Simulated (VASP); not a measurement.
Here is the system:

```xyz
3
Lattice="1.9654 -3.4041 0.0000 1.9654 3.4041 0.0000 0.0000 0.0000 6.9990" Properties=species:S:1:pos:R:3 pbc="T T T"
Sn     0.0000     0.0000     6.9990
Se     1.9654     1.1347     1.6190
Se     1.9654    -1.1347     5.3800
```

The numbers are results of PBE GGA, VASP's PBE PAW potentials (set 64) (plane waves; VASP 6.6.1), not measurements. Run with 480 eV cut-off, 6×6×4 Γ-centred mesh, Gaussian smearing of 0.050 eV, potentials Sn_d Se.

Without a dispersion term in the relaxation, distances and binding between the weakly bound layers, chains or molecules are unreliable, and so is what depends on them.

Which forces act on the atoms, in eV/Å?

```tsv
atom	Fx	Fy	Fz
Sn1	0.000	0.000	0.000
Se2	0.000	0.000	-0.352
Se3	0.000	0.000	0.352
```

Give the stress tensor in GPa (positive for a compressed cell).

```
-2.07   0.00   0.00
 0.00  -2.07   0.00
 0.00   0.00  -2.00
```
The pressure is its mean diagonal, -2.05 GPa.

The compound is SnSe2 in the 1T layered structure. This cell was strained or had an atom moved on purpose.
